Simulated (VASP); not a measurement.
# NbVTe4 (P-3m1) in VASP: relaxation of cell and atoms with PBE

Aim: the relaxation of cell and atoms of NbVTe4 with PBE.

Everything below comes from runs of VASP 6.6.1. Logs are shortened: lines on timing, memory, paths and dates and some standing lists are left out, and cuts for length are marked.

**1. The structure**

The structure is trigonal, space group P-3m1 (No. 164). The conventional cell has a = 3.729 Å, b = 3.729 Å, c = 14.106 Å, α = 90.00°, β = 90.00°, γ = 120.00°. Around Nb (site symmetry -3m) lie 6 Te at 2.81 Å. V (site symmetry -3m) is surrounded by 6 Te at 2.76 Å. Around Te (site symmetry 3m) lie 3 Nb at 2.81 Å. Te (site symmetry 3m) is surrounded by 3 V at 2.76 Å.

The cell was built by a generator and needn't be a form met in nature.

**2. Relaxation of cell and atoms, PBE, collinear spin, ferromagnetic start**

The input, INCAR:

```
SYSTEM = NbVTe4
PREC     = Normal         ! precision mode
ENCUT    = 520            ! plane-wave cutoff, eV
EDIFF    = 1E-4           ! SCF threshold, eV
ISMEAR   = 0              ! smearing method
SIGMA    = 0.15           ! smearing width, eV
LREAL    = .FALSE.        ! projectors in reciprocal space
LASPH    = .TRUE.         ! aspherical terms in the spheres
NELM     = 60             ! most SCF steps
ALGO     = Fast           ! electronic algorithm
ISIF     = 3              ! what is computed and relaxed
LWAVE    = .FALSE.        ! write WAVECAR
LCHARG   = .FALSE.        ! write CHGCAR
ISPIN    = 2              ! spin polarisation
MAGMOM   = 0 2 0 0 0 0    ! initial moments
LORBIT   = 11             ! projections on sites
LMAXMIX  = 4              ! l up to which the mixer works
GGA      = PE             ! functional
IBRION   = 2              ! ionic algorithm
NSW      = 24             ! ionic steps
EDIFFG   = -0.08          ! ionic threshold
```

The input, KPOINTS:

```
Automatic mesh
0
G
  4 4 1
  0 0 0
```

The input, POSCAR:

```
NbVTe4
1.0
    3.7291039200      0.0000000000      0.0000000000
   -1.8645519600      3.2294987300      0.0000000000
    0.0000000000      0.0000000000     14.1055351100
Nb V Te
1 1 4
Direct
    0.0000000000      0.0000000000      0.0000000000
    0.0000000000      0.0000000000      0.5000000000
    0.6666666700      0.3333333300      0.8719140300
    0.6666666700      0.3333333300      0.3771010000
    0.3333333300      0.6666666700      0.6228990000
    0.3333333300      0.6666666700      0.1280859700
```

Potentials or basis: VASP PAW PBE potentials, release 64 (Nb_sv, V_sv, Te).

The run is started by

```bash
$ cat potpaw_PBE.64/Nb_sv/POTCAR potpaw_PBE.64/V_sv/POTCAR potpaw_PBE.64/Te/POTCAR > POTCAR
$ mpirun -np 1 vasp_std > vasp.out
```

OUTCAR:

```text
SYSTEM = NbVTe4
   PREC = Normal
   ENCUT = 520
   EDIFF = 1E-4
   ISMEAR = 0
   LREAL = .FALSE.
   LASPH = .TRUE.
   NELM = 60
   ISIF = 3
   ISPIN = 2
   LORBIT = 11
   GGA = PE
   IBRION = 2
   NSW = 24
   EDIFFG = -0.08

 ion  position               nearest neighbor table
   1  0.000  0.000  0.000-   3 2.81   6 2.81   3 2.81   6 2.81   3 2.81   6 2.81
   2  0.000  0.000  0.500-   4 2.76   5 2.76   4 2.76   5 2.76   4 2.76   5 2.76
   3  0.667  0.333  0.872-   1 2.81   1 2.81   1 2.81
   4  0.667  0.333  0.377-   2 2.76   2 2.76   2 2.76
   5  0.333  0.667  0.623-   2 2.76   2 2.76   2 2.76
   6  0.333  0.667  0.128-   1 2.81   1 2.81   1 2.81

  LATTYP: Found a hexagonal cell.
 ALAT       =     3.7291039200
 C/A-ratio  =     3.7825535068

  Lattice vectors:

 A1 = (   3.7291039200,   0.0000000000,   0.0000000000)
 A2 = (  -1.8645519600,   3.2294987300,   0.0000000000)
 A3 = (   0.0000000000,   0.0000000000,  14.1055351100)

Analysis of symmetry for initial positions (statically):
=====================================================================
 Subroutine PRICEL returns:
 Original cell was already a primitive cell.

 Routine SETGRP: Setting up the symmetry group for a
 hexagonal supercell.

 Subroutine GETGRP returns: Found 12 space group operations
 (whereof 12 operations were pure point group operations)
 out of a pool of 24 trial point group operations.

The static configuration has the point symmetry D_3d.

Analysis of symmetry for dynamics (positions and initial velocities):
=====================================================================
 Subroutine PRICEL returns:
 Original cell was already a primitive cell.

 Routine SETGRP: Setting up the symmetry group for a
 hexagonal supercell.

 Subroutine GETGRP returns: Found 12 space group operations
 (whereof 12 operations were pure point group operations)
 out of a pool of 24 trial point group operations.

The dynamic configuration has the point symmetry D_3d.

Analysis of structural, dynamic, and magnetic symmetry:
=====================================================================
 Subroutine PRICEL returns:
 Original cell was already a primitive cell.

 Routine SETGRP: Setting up the symmetry group for a
 hexagonal supercell.

 Subroutine GETGRP returns: Found 12 space group operations
 (whereof 12 operations were pure point group operations)
 out of a pool of 24 trial point group operations.

The overall configuration has the point symmetry D_3d.

 Subroutine INISYM returns: Found 12 space group operations
 (whereof 12 operations are pure point group operations),
 and found     1 'primitive' translations

----------------------------------------------------------------------------------------

                                     Primitive cell

  volume of cell :     169.8749

  direct lattice vectors                    reciprocal lattice vectors
     3.729103920  0.000000000  0.000000000     0.268160937  0.154822789  0.000000000
    -1.864551960  3.229498730  0.000000000     0.000000000  0.309645578  0.000000000
     0.000000000  0.000000000 14.105535110     0.000000000  0.000000000  0.070894156

  length of vectors
     3.729103920  3.729103922 14.105535110     0.309645578  0.309645578  0.070894156

  position of ions in fractional coordinates (direct lattice)
     0.000000000  0.000000000  0.000000000
     0.000000000  0.000000000  0.500000000
     0.666666670  0.333333330  0.871914030
     0.666666670  0.333333330  0.377101000
     0.333333330  0.666666670  0.622899000
     0.333333330  0.666666670  0.128085970

  ion indices of the primitive-cell ions
   primitive index   ion index
                 1           1
                 2           2
                 3           3
                 4           4
                 5           5
                 6           6
[... 23 lines left out ...]
 ===========================================

 Found      4 irreducible k-points:

 Following reciprocal coordinates:
            Coordinates               Weight
  0.000000  0.000000  0.000000      1.000000
  0.250000  0.000000  0.000000      6.000000
  0.500000  0.000000  0.000000      3.000000
  0.250000  0.250000  0.000000      6.000000
   k-points           NKPTS =      4   k-points in BZ     NKDIM =      4   number of bands    NBANDS=     31
   number of dos      NEDOS =    301   number of ions     NIONS =      6
   total plane-waves  NPLWV =  46080
   dimension x,y,z NGX =    24 NGY =   24 NGZ =   80
   dimension x,y,z NGXF=    48 NGYF=   48 NGZF=  160
   ions per type =               1   1   4
   NGX,Y,Z   is equivalent  to a cutoff of  10.70, 10.70,  9.43 a.u.
   NGXF,Y,Z  is equivalent  to a cutoff of  21.40, 21.40, 18.86 a.u.
 SYSTEM =  NbVTe4
   PREC   = normal    normal or accurate (medium, high low for compatibility)
   ISTART =      0    job   : 0-new  1-cont  2-samecut
   ICHARG =      2    charge: 1-file 2-atom 10-const
   ISPIN  =      2    spin polarized calculation?
   LNONCOLLINEAR =      F non collinear calculations
   LSORBIT =      F    spin-orbit coupling
   LASPH  =      T    aspherical Exc in radial PAW
   ENCUT  =  520.0 eV  38.22 Ry    6.18 a.u.   6.93  6.93 26.23*2*pi/ulx,y,z
   NELM   =     60;   NELMIN=  2; NELMDL= -5     # of ELM steps
   EDIFF  = 0.1E-03   stopping-criterion for ELM
   LREAL  =      F    real-space projection
   EDIFFG = -.8E-01   stopping-criterion for IOM
   NSW    =     24    number of steps for IOM
   IBRION =      2    ionic relax: 0-MD 1-quasi-New 2-CG
   NFREE  =      1    steps in history (QN), initial steepest desc. (CG)
   ISIF   =      3    stress and relaxation
   ISYM   =      2    0-nonsym 1-usesym 2-fastsym
   POTIM  = 0.5000    time-step for ionic-motion
   TEBEG  =    0.0;   TEEND  =   0.0 temperature during run
   PSTRESS=    0.0 pullay stress
   NELECT =      50.0000    total number of electrons
   NUPDOWN=      -1.0000    fix difference up-down
   EMIN   =  10.00;   EMAX   =-10.00  energy-range for DOS
   EFERMI =   0.00;   METHOD = LEGACY
   ISMEAR =     0;   SIGMA  =   0.15  broadening in eV -4-tet -1-fermi 0-gaus
   EFERMI_NEDOS =   21; number of points for ismear=-14 and -15
   IALGO  =     68    algorithm
   IMIX   =      4    mixing-type and parameters
     AMIX     =   0.40;   BMIX     =  1.00
     AMIX_MAG =   1.60;   BMIX_MAG =  1.00
  volume/ion in A,a.u.               =      28.31       191.06
  Fermi-wavevector in a.u.,A,eV,Ry     =   1.088985  2.057883 16.134981  1.185888
  Thomas-Fermi vector in A             =   2.225178
   LORBIT       =     11    0 simple, 1 ext, 2 COOP (PROOUT), +10 PAW based schemes
   GGA     = PE    functional components
   LHFCALC =     F    Hartree Fock is set to
   AEXX    =    0.0000 exact exchange contribution
   IVDW    =     0    specifies the selected vdW correction
   LEPSILON=     F    determine dielectric tensor
   LRPA    =     F    only Hartree local field effects (RPA)
 conjugate gradient relaxation of ions
 spin polarized calculation
 RMM-DIIS sequential band-by-band and
 Gauss-broadening in eV      SIGMA  =   0.15
  energy-cutoff  :      520.00
  volume of cell :      169.87
 maximum number of plane-waves:      4586
   NGX = 13   NGY = 13   NGZ = 53

--------------------------------------- Ionic step        1  -------------------------------------------

 number of electron      50.0000004 magnetization       0.1799141

 Free energy of the ion-electron system (eV)
  ---------------------------------------------------
  ext. energy  EPLUGINS =         0.00000000
  ---------------------------------------------------
  free energy    TOTEN  =       -33.93308829 eV

  energy without entropy =      -33.90518247  energy(sigma->0) =      -33.91913538

------------------------ aborting loop because EDIFF is reached ----------------------------------------

  FORCE on cell =-STRESS in cart. coord.  units (eV):
  Direction    XX          YY          ZZ          XY          YZ          ZX
  --------------------------------------------------------------------------------------
  -------------------------------------------------------------------------------------
  Total       -3.5138399     -3.5138399      0.2086124      0.0000000      0.0000000      0.0000000
  in kB      -33.1408299    -33.1408299      1.9675310      0.0000000      0.0000000      0.0000000
  external PRESSURE =     -21.4380429 kB  Pullay stress =       0.0000000 kB
[... 101 lines left out ...]
  FREE ENERGIE OF THE ION-ELECTRON SYSTEM (eV)
  ---------------------------------------------------
  free  energy   TOTEN  =       -34.0432024530 eV

  energy  without entropy=      -34.0211617389  energy(sigma->0) =      -34.03218210

[... ionic steps 4 to 12 ...]

--------------------------------------- Ionic step       13  -------------------------------------------

 number of electron      49.9999972 magnetization       0.0484706

------------------------ aborting loop because EDIFF is reached ----------------------------------------
[... 75 lines left out ...]
--------------------------------------- Ionic step       15  -------------------------------------------

 number of electron      49.9999976 magnetization       0.0428488

 Free energy of the ion-electron system (eV)
  ---------------------------------------------------
  ext. energy  EPLUGINS =         0.00000000
  ---------------------------------------------------
  free energy    TOTEN  =       -34.10276774 eV

  energy without entropy =      -34.08598917  energy(sigma->0) =      -34.09437846

 E-fermi :   6.8695     XC(G=0):  -9.7730

 val. band max:        6.8270216347   @ k =   0.0000   0.0000   0.0000
 cond. band min:       6.9045166829   @ k =   0.0000   0.0000   0.0000
 fundamental gap:      0.0774950481
 Fermi energy:         6.8695246330

 spin component 1

 k-point     1 :       0.0000    0.0000    0.0000
  band No.  band energies     occupation
      1     -57.6368      1.00000
      2     -48.4545      1.00000
      3     -31.5111      1.00000
      4     -31.5111      1.00000
      5     -31.4148      1.00000
      6     -24.5059      1.00000
[... 125 lines left out ...]
     30       8.4342      0.00000
     31       8.9508      0.00000
 Fermi energy:         6.8695246330

 spin component 2

 k-point     1 :       0.0000    0.0000    0.0000
  band No.  band energies     occupation
      1     -57.5817      1.00000
      2     -48.4549      1.00000
      3     -31.4545      1.00000
      4     -31.4545      1.00000
      5     -31.3642      1.00000
      6     -24.5065      1.00000
[... 158 lines left out ...]
  FREE ENERGIE OF THE ION-ELECTRON SYSTEM (eV)
  ---------------------------------------------------
  free  energy   TOTEN  =       -34.1027677448 eV

  energy  without entropy=      -34.0859891747  energy(sigma->0) =      -34.09437846

 reached required accuracy - stopping structural energy minimisation

 total charge

# of ion       s       p       d       tot
------------------------------------------
    1        2.146   6.002   2.431  10.578
    2        2.221   6.169   3.030  11.420
    3        1.388   1.976   0.052   3.415
    4        1.388   1.967   0.048   3.403
    5        1.388   1.967   0.048   3.403
    6        1.388   1.976   0.052   3.415
--------------------------------------------------
tot          9.917  20.056   5.659  35.633

 magnetization (x)

# of ion       s       p       d       tot
------------------------------------------
    1       -0.000  -0.000  -0.001  -0.001
    2        0.001   0.000   0.055   0.056
    3       -0.000   0.000  -0.000  -0.000
    4       -0.000  -0.006   0.000  -0.006
    5       -0.000  -0.006   0.000  -0.006
    6       -0.000   0.000  -0.000  -0.000
--------------------------------------------------
tot          0.000  -0.012   0.055   0.044
```

It took 3.9 min on 1 thread of AMD EPYC 9R45 (Zen 5), shared host; peak memory 0.23 GiB.

What came out:

```yaml
Free_energy: -34.1028 eV
Relaxed_volume: 27.47 Å³/atom
Relaxed_cell: a = 3.602 Å, b = 3.602 Å, c = 14.665 Å, α = 90.00°, β = 90.00°, γ = 120.00°
Space_group_after_relaxing_to_0.05_Å: P-3m1 (No. 164)
Energy_gained_by_relaxing: 28.3 meV/atom
Ionic_steps: 15
Pressure_after_relaxing: 0.3 GPa
Largest_force_after_relaxing: 0.063 eV/Å
Band_gap_on_the_k_mesh: none (metal or under the smearing width)
Net_moment: 0.04 μB per cell
Site_moments: Nb -0.00; V +0.06; Te -0.00, -0.01 μB
Valence_electrons_inside_the_program's_atomic_spheres: Nb 10.58; V 11.42; Te 3.42, 3.40
```

Forces in eV/Å, atoms in the order of the input:
```
Nb   0.000  0.000  0.000
V    0.000  0.000  0.000
Te   0.000  0.000  0.063
Te   0.000  0.000  0.002
Te   0.000  0.000 -0.002
Te   0.000  0.000 -0.063
```

Stress tensor (GPa, compression positive):
```
0.25 0.00 0.00
0.00 0.25 0.00
0.00 0.00 0.35
```

Step by step:
```
step  energy change (eV)  largest force (eV/Å)  pressure (GPa)  volume (Å³)
   1              0.0000                0.4803           -2.14       169.87
   2             -0.1090                0.5685            1.51       160.68
   3             -0.1101                0.5404            1.23       161.32
   4             -0.1513                0.1896            0.13       161.96
   5             -0.1528                0.1635            0.34       161.87
   6             -0.1564                0.1555            0.02       163.14
   7             -0.1568                0.1722           -0.42       164.74
   8             -0.1588                0.1475           -0.35       164.93
   9             -0.1620                0.0729           -0.39       165.48
  10             -0.1646                0.0504            0.17       164.93
  11             -0.1653                0.0785            0.42       164.47
  12             -0.1677                0.0369            0.40       164.61
  13             -0.1700                0.1073            0.20       165.04
  14             -0.1701                0.0991            0.18       165.00
  15             -0.1697                0.0629            0.29       164.81
```

Final structure:
```xyz
6
Lattice="3.6024 0.0000 0.0000 -1.8012 3.1198 0.0000 0.0000 0.0000 14.6645" Properties=species:S:1:pos:R:3 pbc="T T T"
Nb    0.0000    0.0000    0.0000
V     0.0000    0.0000    7.3323
Te    1.8012    1.0399   12.7790
Te    1.8012    1.0399    5.6059
Te    0.0000    2.0798    9.0586
Te    0.0000    2.0798    1.8855
```

Caveat: the k mesh is coarse (spacing up to 0.49 Å⁻¹), so the values aren't converged; this functional lacks dispersion, which binds the layers, so the pressure and a relaxed spacing across them are unreliable; the relaxation stopped at a loose force limit of 0.08 eV/Å, so its end isn't a converged minimum. The run has no spin-orbit coupling, so splittings on Te are missing.
